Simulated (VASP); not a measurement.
Input:

```
V
1.0
   -1.52170     1.52170     1.52170
    1.52170    -1.52170     1.52170
    1.52170     1.52170    -1.52170
V
1
Direct
  0.00000   0.00000   0.00000
```

Level of theory: revPBE GGA, VASP's PBE PAW potentials (set 64) (plane waves; VASP). Numerical set-up: 520 eV cut-off, 17×17×17 Γ-centred mesh, first-order Methfessel-Paxton smearing of 0.10 eV, potentials V_sv.

Problem. Give the stress tensor in GPa (positive for a compressed cell).

Solution. 
```
-4.42   0.00   0.00
 0.00  -4.42   0.00
 0.00   0.00  -4.42
```
The pressure is its mean diagonal, -4.42 GPa.

The compound is V in the bcc structure. This cell is one point of a volume scan, at 1.03 of the reference volume. The run is not spin-polarised, so no magnetic state was tried.
